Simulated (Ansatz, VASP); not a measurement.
## C (Graphite): VASP beside Ansatz

Wanted: the spread between two codes on one cell, functional and k mesh.

Main program and level: Ansatz 0.2.0; plane waves, with VASP 6.6.1 beside it; band structure at r2SCAN.

## Step 1: The starting structure

Symmetry: P6_3/mmc, No. 194, hexagonal system. The conventional cell has a = 2.464 Å, b = 2.464 Å, c = 6.711 Å, α = 90.00°, β = 90.00°, γ = 120.00°. Nearest to C lie 3 C at 1.42 Å. C has 3 C at 1.42 Å nearest.

Structure file:

```cif
data_structure
_symmetry_space_group_name_H-M 'P6_3/mmc'
_symmetry_Int_Tables_number 194
_cell_length_a 2.4640
_cell_length_b 2.4640
_cell_length_c 6.7110
_cell_angle_alpha 90.000
_cell_angle_beta 90.000
_cell_angle_gamma 120.000
_cell_volume 35.29
loop_
_atom_site_label
_atom_site_type_symbol
_atom_site_symmetry_multiplicity
_atom_site_Wyckoff_symbol
_atom_site_fract_x
_atom_site_fract_y
_atom_site_fract_z
_atom_site_occupancy
C1 C 2 b 0.00000 0.00000 0.25000 1
C2 C 2 c 0.33333 0.66667 0.25000 1
```

## Step 2: VASP: band structure, r2SCAN

With cell and atoms fixed, the geometry can't cause a difference; cores, projectors, grids and the points listed under the comparison can.

Lines of VASP's logs that name or quote its potential files are left out, and so is its time.

File INCAR:

```
SYSTEM = C
PREC = Accurate
ENCUT = 520
EDIFF = 1E-06
NELM = 100
ISMEAR = 0
SIGMA = 0.02
LREAL = .FALSE.
ALGO = Normal
METAGGA = R2SCAN
LASPH = .TRUE.
NBANDS = 22
LORBIT = 11
LWAVE = .FALSE.
LCHARG = .FALSE.
KPAR = 8
```

File POSCAR:

```
C
1.0
    2.4640000000      0.0000000000      0.0000000000
   -1.2320000000      2.1338865949      0.0000000000
    0.0000000000      0.0000000000      6.7110000000
C
4
Direct
    0.0000000000      0.0000000000      0.2500000000
    0.0000000000      0.0000000000      0.7500000000
    0.3333333333      0.6666666667      0.2500000000
    0.6666666667      0.3333333333      0.7500000000
```

File KPOINTS:

```
Automatic mesh
0
Gamma
6 6 2
0 0 0
```

File KPOINTS_OPT:

```
Line mode
16
Line-mode
Reciprocal
  0.00000000   0.00000000   0.00000000 GAMMA
  0.50000000   0.00000000   0.00000000 M

  0.50000000   0.00000000   0.00000000 M
  0.33333333   0.33333333   0.00000000 K

  0.33333333   0.33333333   0.00000000 K
  0.00000000   0.00000000   0.00000000 GAMMA

  0.00000000   0.00000000   0.00000000 GAMMA
  0.00000000   0.00000000   0.50000000 A

  0.00000000   0.00000000   0.50000000 A
  0.50000000   0.00000000   0.50000000 L

  0.50000000   0.00000000   0.50000000 L
  0.33333333   0.33333333   0.50000000 H

  0.33333333   0.33333333   0.50000000 H
  0.00000000   0.00000000   0.50000000 A

  0.50000000   0.00000000   0.50000000 L
  0.50000000   0.00000000   0.00000000 M

  0.33333333   0.33333333   0.00000000 K
  0.33333333   0.33333333   0.50000000 H
```

Potentials, in the order of the species: C (PBE family, release 64).

Launch:

```sh
$ mpirun -np 8 vasp_std
```

Numbers of over 12 decimals in the logs are rounded to 6 here.

Log:

```text
[banner, memory and clock lines left out]
running    8 mpi-ranks, on    1 nodes
 distrk:  each k-point on    1 cores,    8 groups
 distr:  one band on    1 cores,    1 groups

 POSCAR found type information on POSCAR C
 POSCAR found :  1 types and       4 ions
|                                                                             |
|           W    W    AA    RRRRR   N    N  II  N    N   GGGG   !!!           |
|           W    W   A  A   R    R  NN   N  II  NN   N  G    G  !!!           |
|           W    W  A    A  R    R  N N  N  II  N N  N  G       !!!           |
|           W WW W  AAAAAA  RRRRR   N  N N  II  N  N N  G  GGG   !            |
|           WW  WW  A    A  R   R   N   NN  II  N   NN  G    G                |
|           W    W  A    A  R    R  N    N  II  N    N   GGGG   !!!           |
|                                                                             |
|     For optimal performance we recommend to set                             |
|       NCORE = 2 up to number-of-cores-per-socket                            |
|     NCORE specifies how many cores store one orbital (NPAR=cpu/NCORE).      |
|     This setting can greatly improve the performance of VASP for DFT.       |
|     The default, NCORE=1 might be grossly inefficient on modern             |
|     multi-core architectures or massively parallel machines. Do your        |
|     Unfortunately you need to use the default for GW and RPA                |
|     calculations (for HF NCORE is supported but not extensively tested      |
|     yet).                                                                   |
|                                                                             |

|                                                                             |
|               ----> ADVICE to this user running VASP <----                  |
|                                                                             |
|     You enforced a specific xc type in the INCAR file but a different       |
|     [... a line on the potential file left out ...]
|     I HOPE YOU KNOW WHAT YOU ARE DOING!                                     |
|                                                                             |

 LDA part: xc-table for (None), standard interpolation
 POSCAR, INCAR and KPOINTS ok, starting setup
 FFT: planning ... GRIDC
 FFT: planning ... GRID_SOFT
 FFT: planning ... GRID
 WAVECAR not read
 entering main loop
       N       E                     dE             d eps       ncg     rms          rms(c)
DAV:   1     0.230415337543E+02    0.23042E+02   -0.76168E+03   616   0.690E+02
DAV:   2    -0.430873929777E+02   -0.66129E+02   -0.61958E+02   802   0.163E+02
DAV:   3    -0.453375633658E+02   -0.22502E+01   -0.22325E+01   796   0.244E+01
DAV:   4    -0.453480202591E+02   -0.10457E-01   -0.10454E-01   726   0.205E+00
DAV:   5    -0.453480724256E+02   -0.52166E-04   -0.52165E-04   770   0.141E-01    0.819E+00
DAV:   6    -0.400765384354E+02    0.52715E+01   -0.75978E-01   726   0.462E+00    0.579E+00
DAV:   7    -0.396392763650E+02    0.43726E+00   -0.82650E-01   722   0.492E+00    0.183E+00
DAV:   8    -0.396478182633E+02   -0.85419E-02   -0.44991E-02   732   0.106E+00    0.666E-01
DAV:   9    -0.396497180357E+02   -0.18998E-02   -0.10395E-03   694   0.193E-01    0.570E-02
DAV:  10    -0.396497421528E+02   -0.24117E-04   -0.33815E-05   758   0.422E-02    0.451E-02
DAV:  11    -0.396497567803E+02   -0.14627E-04   -0.59059E-06   682   0.172E-02    0.221E-02
DAV:  12    -0.396497646196E+02   -0.78393E-05   -0.40464E-06   676   0.124E-02    0.276E-03
DAV:  13    -0.396497645065E+02    0.11309E-06   -0.57017E-08   534   0.173E-03
   1 F= -.39649765E+02 E0= -.39649165E+02  d E =-.119969E-02
 Start KPOINTS_OPT (optional k-point list driver)
k-point batch [1-14\144]
       N       E                     dE             ncg
DAV:   1    -0.365467343052E+02   -0.46942E+04      616
DAV:   2    -0.103291088783E+04   -0.99636E+03      812
DAV:   3    -0.106810724203E+04   -0.35196E+02      796
DAV:   4    -0.106824080956E+04   -0.13357E+00      708
DAV:   5    -0.106824129682E+04   -0.48726E-03      792
DAV:   6    -0.106824129954E+04   -0.27177E-05      674
DAV:   7    -0.106824129957E+04   -0.38327E-07      704
[...]
k-point batch [141-144\144]
       N       E                     dE             ncg
DAV:   1     0.850845558594E+04   -0.33998E+04      176
DAV:   2     0.828436878288E+04   -0.22409E+03      212
DAV:   3     0.827852899353E+04   -0.58398E+01      240
DAV:   4     0.827849624235E+04   -0.32751E-01      188
DAV:   5     0.827849592592E+04   -0.31643E-03      248
DAV:   6     0.827849592117E+04   -0.47487E-05      196
DAV:   7     0.827849592109E+04   -0.74919E-07      216
```

OUTCAR, selected parts (step 2):

```text
ion  position               nearest neighbor table
   1  0.000  0.000  0.250-   3 1.42   3 1.42   3 1.42
   2  0.000  0.000  0.750-   4 1.42   4 1.42   4 1.42
   3  0.333  0.667  0.250-   1 1.42   1 1.42   1 1.42
   4  0.667  0.333  0.750-   2 1.42   2 1.42   2 1.42

  LATTYP: Found a hexagonal cell.
 ALAT       =     2.4640000000
 C/A-ratio  =     2.7236201299

 Subroutine GETGRP returns: Found 24 space group operations
 (whereof 12 operations were pure point group operations)

The static configuration has the point symmetry D_3d.
 The point group associated with its full space group is D_6h.

 Found     14 irreducible k-points:

   k-points           NKPTS =     14   k-points in BZ     NKDIM =     14   number of bands    NBANDS=     22

   dimension x,y,z NGX =    18 NGY =   18 NGZ =   50
   dimension x,y,z NGXF=    36 NGYF=   36 NGZF=  100

   ENCUT  =  520.0 eV  38.22 Ry    6.18 a.u.   4.58  4.58 12.48*2*pi/ulx,y,z

   NELECT =      16.0000    total number of electrons

 k-points in reciprocal lattice and weights: Automatic mesh
   0.00000000  0.00000000  0.00000000       0.014
   0.16666667  0.00000000  0.00000000       0.083
   0.33333333  0.00000000  0.00000000       0.083
   0.50000000  0.00000000  0.00000000       0.042
   0.16666667  0.16666667  0.00000000       0.083
   0.33333333  0.16666667  0.00000000       0.167
   0.33333333  0.33333333  0.00000000       0.028
   0.00000000  0.00000000  0.50000000       0.014
   0.16666667  0.00000000  0.50000000       0.083
[...]
0.33333333  0.16666667  0.50000000       0.167
   0.33333333  0.33333333  0.50000000       0.028

 average (electrostatic) potential at core
       1 -52.9523       2 -52.9523       3 -52.9021       4 -52.9021

 E-fermi :   4.6228

 k-point     1 :       0.0000    0.0000    0.0000
  band No.  band energies     occupation
    ...
      4      -2.3260      2.00000
      5       1.4215      2.00000
      6       1.4215      2.00000
      7       1.4409      2.00000
      8       1.4409      2.00000
      9       9.1146      0.00000
     10      13.2833      0.00000
     11      13.2833      0.00000
     12      13.3382      0.00000
     13      13.3382      0.00000
    ...

 k-point     2 :       0.1667    0.0000    0.0000
  band No.  band energies     occupation
    ...
      4      -1.5367      2.00000
      5      -1.0642      2.00000
      6      -0.9971      2.00000
      7       0.2074      2.00000
      8       0.2499      2.00000
      9       9.9417      0.00000
     10      13.2480      0.00000
     11      13.4420      0.00000
     12      14.4964      0.00000
     13      14.9308      0.00000
    ...

 k-point     3 :       0.3333    0.0000    0.0000
  band No.  band energies     occupation
    ...
      4      -5.5452      2.00000
      5      -1.5069      2.00000
      6      -1.4522      2.00000
      7      -1.0827      2.00000
      8       0.6704      2.00000
      9       9.4355      0.00000
     10      10.4221      0.00000
     11      12.2873      0.00000
     12      12.5478      0.00000
     13      12.9617      0.00000
    ...

  Total       -0.5950749     -0.5950749      0.2225844      0.0000000     -0.0000000      0.0000000
  in kB      -27.0198505    -27.0198505     10.1066199      0.0000000     -0.0000000      0.0000000
  external PRESSURE =     -14.6443604 kB  Pullay stress =       0.0000000 kB

  energy-cutoff  :      520.00
  volume of cell :       35.29
      direct lattice vectors                 reciprocal lattice vectors
     2.464000000  0.000000000  0.000000000     0.405844156  0.234314233  0.000000000
    -1.232000000  2.133886595  0.000000000     0.000000000  0.468628465  0.000000000
     0.000000000  0.000000000  6.711000000     0.000000000  0.000000000  0.149009090

 POSITION                                       TOTAL-FORCE (eV/Angst)
 -----------------------------------------------------------------------------------
      0.00000      0.00000      1.67775         0.000000     -0.000000     -0.000000
      0.00000      0.00000      5.03325        -0.000000      0.000000     -0.000000
     -0.00000      1.42259      1.67775        -0.000000      0.000000     -0.000000
      1.23200      0.71130      5.03325         0.000000     -0.000000      0.000000
 -----------------------------------------------------------------------------------
    total drift:                                0.000000     -0.000000      0.000000

  FREE ENERGIE OF THE ION-ELECTRON SYSTEM (eV)
  ---------------------------------------------------
  free  energy   TOTEN  =       -39.6497645065 eV

  energy  without entropy=      -39.6485648160  energy(sigma->0) =      -39.64916466

 total charge
# of ion       s       p       d       tot
------------------------------------------
    1        0.877   1.775   0.000   2.652
    2        0.877   1.775   0.000   2.652
    3        0.876   1.781   0.000   2.657
    4        0.876   1.781   0.000   2.657
--------------------------------------------------
tot          3.505   7.111   0.000  10.617

[... 3 further parts left out ...]
```

The run ends at a pressure of -1.46 GPa.

## Step 3: Ansatz: band structure, r2SCAN

Ansatz runs on its default PAW (the set named soft_2) files.

The same cell, functional, mesh and smearing now go to Ansatz, which takes its cutoff from its data sets.

File input.yaml:

```yaml
crystal:
  lattice:
    - [2.464, 0.0, 0.0]
    - [-1.232, 2.1338865949, 0.0]
    - [0.0, 0.0, 6.711]
  atoms:
    - { symbol: C, position: [0.0, 0.0, 0.25] }
    - { symbol: C, position: [0.0, 0.0, 0.75] }
    - { symbol: C, position: [0.3333333333, 0.6666666667, 0.25] }
    - { symbol: C, position: [0.6666666667, 0.3333333333, 0.75] }
hamiltonian:
  xc: r2scan
  pseudopotentials: { kind: paw }
kpoints:
  mp_grid: { grid: [6, 6, 2] }
  band_path:
    path:
      - [0.0, 0.0, 0.0]
      - [0.13333, 0.0, 0.0]
      - [0.3, 0.0, 0.0]
      - [0.46667, 0.0, 0.0]
      - [0.46667, 0.06667, 0.0]
      - [0.41111, 0.17778, 0.0]
      - [0.35556, 0.28889, 0.0]
      - [0.28889, 0.28889, 0.0]
      - [0.17778, 0.17778, 0.0]
      - [0.06667, 0.06667, 0.0]
      - [0.0, 0.0, 0.03333]
      - [0.0, 0.0, 0.2]
      - [0.0, 0.0, 0.36667]
      - [0.0, 0.0, 0.5]
      - [0.16667, 0.0, 0.5]
      - [0.3, 0.0, 0.5]
      - [0.46667, 0.0, 0.5]
      - [0.46667, 0.06667, 0.5]
      - [0.41111, 0.17778, 0.5]
      - [0.35556, 0.28889, 0.5]
      - [0.28889, 0.28889, 0.5]
      - [0.17778, 0.17778, 0.5]
      - [0.06667, 0.06667, 0.5]
      - [0.5, 0.0, 0.46667]
      - [0.5, 0.0, 0.3]
      - [0.5, 0.0, 0.13333]
      - [0.33333, 0.33333, 0.0]
      - [0.33333, 0.33333, 0.16667]
      - [0.33333, 0.33333, 0.33333]
      - [0.33333, 0.33333, 0.5]
    npoints: 1
scf:
  occupations: { method: gaussian, width: 0.02 }
  n_extra_bands: 8
output:
  forces: true
  stress: true
  eigenvalues: true
  write_density: true
  write_potential: true
  elf: true
  volumetric_format: npy
```

Launch:

```sh
$ ansatz run input.yaml --threads 2 --pin off --max-ram 4608MiB --backend cpu --events-out ev --progress --plain --runs-dir out
```

Log:

```text
scf.n_extra_bands = 8 over 8 filled bands (N_el = 16.0): the run solves 16 bands
Engine: ansatz 0.2.0, aarch64-unknown-linux-gnu
Pseudopotentials: kind: paw
Pseudopotential: C, paw, valence charge 4, recommended cutoff 500 eV (meta_gga), C.paw.azcp
Functional definition: r2SCAN
  parameter k0 = 0.174
  parameter k1 = 0.065
  parameter a1 = 4.9479
  exchange = r2scan_x(k0 = k0, k1 = k1, a1 = a1)
  correlation = r2scan_c
Crystal: 4 atoms, lattice volume = 35.286 Å³
Basis set: ecut = 500 eV, 883 PW (Γ), exchange–correlation on 72×72×200 points (64 copies of the dense FFT grid, shifted against one another)
Bands: 16, of which v1, the nominal top of the filled ones, is band 8 counted from 1 (7 counted from 0)
Symmetry: 24 space group operations
Space group: P63/mmc (ITA 194), of the structure as read, at distance tolerance 3.3e-5 Å
k-points: 14 of 72
Non-local potential: C, projectors of the file, l = 0: 2, l = 1: 2, l = 2: 1
PAW form: soft (Blöchl's): semilocal exchange-correlation on the pseudo side does not see the compensation charge
PAW frozen core: C, regenerated for the run's functional (the file was generated under x = pbe(κ = 0.804, μ = 0.219515), c = pbe(β = 0.066725))
PAW one-centre angular grid: C, 302 points (default); XC on 239 of its mesh's 2573 points in the sphere
Initial density: superposition of atomic densities (neutral atoms: chi_scale 0, normalization atom), corrected by the library's trained network
Initial wavefunctions: pseudopotential atomic-orbital guess
Functional: x = r2scan, c = r2scan; τ floored in thin density (d = 2e-4 eV/Å³)
SCF iter   1: F=—  HF=-1006.494957 eV  |F-HF|=—  |Δ(HF+E_count)|=         —  Δρ=7.93e-3  dr2=7.66e-3  dr2_τ=8.03e-1  ethr=1.77e-3  ⟨swp⟩=6.1  Hψ=1156  notcnv=0  defer=2
preconditioner: auto → none  [insulator: Δε(μ)=0.032 eV  Ē_g=19.423 eV  σ=0.020 eV  W_gap=0.65  n_scr=4 (ndim 8)  ℏωp=25.0 eV  f_vac=0.000  D(μ)=5.79/eV (n_scr^D=94)  ε∞_Penn≈2.7]
SCF iter   2: F=—  HF=-1006.569549 eV  |F-HF|=—  |Δ(HF+E_count)|=   7.46e-2  Δρ=5.80e-3  dr2=5.77e-3  dr2_τ=7.45e-4  ethr=4.79e-5  ⟨swp⟩=2.1  Hψ=525  notcnv=0  defer=38
SCF iter   3: F=—  HF=-1006.570411 eV  |F-HF|=—  |Δ(HF+E_count)|=   8.61e-4  Δρ=6.29e-3  dr2=1.05e-2  dr2_τ=1.47e-3  ethr=3.61e-5  ⟨swp⟩=2.1  Hψ=363  notcnv=0  defer=38
SCF iter   4: F=—  HF=-1006.569371 eV  |F-HF|=—  |Δ(HF+E_count)|=   1.04e-3  Δρ=8.42e-4  dr2=1.45e-4  dr2_τ=7.38e-6  ethr=3.61e-5  ⟨swp⟩=2.9  Hψ=338  notcnv=0  defer=38
SCF iter   5: F=—  HF=-1006.569330 eV  |F-HF|=—  |Δ(HF+E_count)|=   4.10e-5  Δρ=5.57e-4  dr2=3.74e-5  dr2_τ=3.30e-6  ethr=9.03e-7  ⟨swp⟩=2.4  Hψ=301  notcnv=0  defer=38
SCF iter   6: F=—  HF=-1006.569326 eV  |F-HF|=—  |Δ(HF+E_count)|=   4.20e-6  Δρ=1.94e-4  dr2=4.70e-6  dr2_τ=1.98e-7  ethr=2.33e-7  ⟨swp⟩=1.1  Hψ=188  notcnv=0  defer=38
SCF iter   7: F=—  HF=-1006.569326 eV  |F-HF|=—  |Δ(HF+E_count)|=   5.52e-7  Δρ=4.60e-5  dr2=2.92e-7  dr2_τ=1.29e-8  ethr=2.94e-8  ⟨swp⟩=1.8  Hψ=258  notcnv=0  defer=38
SCF iter   8: F=-1006.569326 eV  HF=-1006.569326 eV  |F-HF|=1.76e-9  |Δ(HF+E_count)|=   8.23e-9  Δρ=1.55e-5  dr2=3.61e-8  dr2_τ=3.10e-9  ethr=6.25e-10  ⟨swp⟩=11.9  Hψ=1307  notcnv=0
SCF 1 converged in 8 iterations: F = -1006.569326 eV  dr2 = 3.61e-8
  greatest PAW one-centre occupation: 0.685 electrons in one spin orbital (limit 2), on the C atom at site 1 (counted from 0), in its partial waves of l = 0
NSCF: frozen V_eff on 30 k-points
SCF converged after 8 iterations
Free energy (F): -1006.569326 eV
Harris-Foulkes:  -1006.569326 eV  (|F-HF|=1.76e-9)
Internal energy: -1006.568127 eV  (E = F + TS)
E sigma→0 (E₀):  -1006.568726 eV
Entropy (-TS):   -0.001200 eV (-0.300 meV/atom)
Fermi energy:    6.941954 eV
--- Per-component energies (eV) ---
  E_band       = -44.206350
  E_kinetic    = 362.556093
  E_local      = -607.268434  (includes V_loc(G=0)·N_el)
  E_nonlocal   = 107.518517
  E_hartree    = 183.249990
  E_xc         = -188.628915
  E_vxc        = -261.205802  (∫ρ·V_xc dr)
  E_paw        = -403.407785  (= ΣΔE_a)
  E_vpaw       = -26.882237  (= ΣTr[D̂ρ^β])
  E_aug_tail   = 0.000021  (compensation charges beyond the density's cutoff)
  E_vtau       = 14.573650  (kinetic-family band-sum trace: ∫τ·v_τ [+ j·A + Jᵃ·Aᵃ] dr)
  E_ewald      = -460.488518
  E_core_change = -0.099095  (= ΣΔE_core)
  E_smearing   = -0.001200  (= −TS)
  E_closure    = 0.000000  (closes the sum)
  Σ components = -1006.569326   (vs F -1006.569326, Δ=0.00e0)
--- Forces (eV/Å), atoms counted from 1 ---
  atom   1  C      0.00000000     0.00000000     0.00000000
  atom   2  C     -0.00000000    -0.00000000    -0.00000000
  atom   3  C     -0.00000000    -0.00000000    -0.00000000
  atom   4  C      0.00000000     0.00000000     0.00000000
  max |Σ_I F_I| component: 3.70e-17 eV/Å
--- Stress (GPa, compression-positive) ---
       -3.765943      -0.000000      -0.000000
       -0.000000      -3.765943       0.000000
       -0.000000       0.000000       1.107672
  P = ⅓ Tr σ = -2.1414 GPa (-21.414 kbar)
--- Band table (eV; the first three rows and the last of 14) ---
  k-point 0: bands = [... 4 lower, 3.7141, 3.7141, 3.7336, 3.7336, 11.4144, 15.6348, 15.6348, 15.6901, ... 4 higher]
  k-point 1: bands = [... 4 lower, 3.7238, 3.7238, 3.7238, 3.7238, 14.1934, 14.1934, 15.6619, 15.6619, ... 4 higher]
  k-point 2: bands = [... 4 lower, 1.2352, 1.3021, 2.5055, 2.5478, 12.2419, 15.5802, 15.7734, 16.8081, ... 4 higher]
  k-point 13: bands = [... 4 lower, -4.1364, -4.1364, 6.9445, 6.9445, 6.9568, 6.9568, 17.4895, 17.4895, ... 4 higher]
```

It took 3.9 s on 2 threads of Arm Neoverse N1, shared host; peak memory 0.32 GiB.

## Step 4: Side by side

Known differences besides the potentials themselves: VASP keeps PBE cores, Ansatz makes them for the functional; the cutoff is 500 eV in Ansatz and 520 eV in VASP. Total energies have different zeros and are not compared.

The two programs side by side:

```csv
quantity,Ansatz,VASP,difference
pressure (GPa),-2.14,-1.46,-0.68
pressure without Ansatz's Pulay correction (GPa),-2.20,-1.46,-0.73
```

Levels from 3 eV below to 2 eV above the Fermi level differ by 0 meV r.m.s. and 1 meV at most; each VASP level is matched to the nearest of Ansatz, which flatters the figure a little. Ansatz's pressure holds a Pulay correction of 0.06 GPa; VASP's holds none.

## Step 5: Results

```json
{"r.m.s. difference of levels near the Fermi level (band structure, r2SCAN)": "0.43 meV", "difference in pressure (band structure, r2SCAN)": "-0.68 GPa"}
```

What this shows: The difference in pressure is -0.68 GPa (band structure, r2SCAN), within the 1 GPa picked in this series as the mark of a large difference. Such differences can come from data sets, numerical settings and the points named under the comparisons, not from the functional's error against experiment.

[Lines on the potential files, build, host, timing and source positions are cut from VASP's logs without a mark.]

[Logs are printed without paths, hosts, clocks, repeated set-up lines and the standing remarks that a program may print on its own settings, such as how far it seeks lower states.]

[Hosts, paths, dates, database ids (printed as entryN), source tags and the programs' standing remarks are cut or masked in the printed files.]
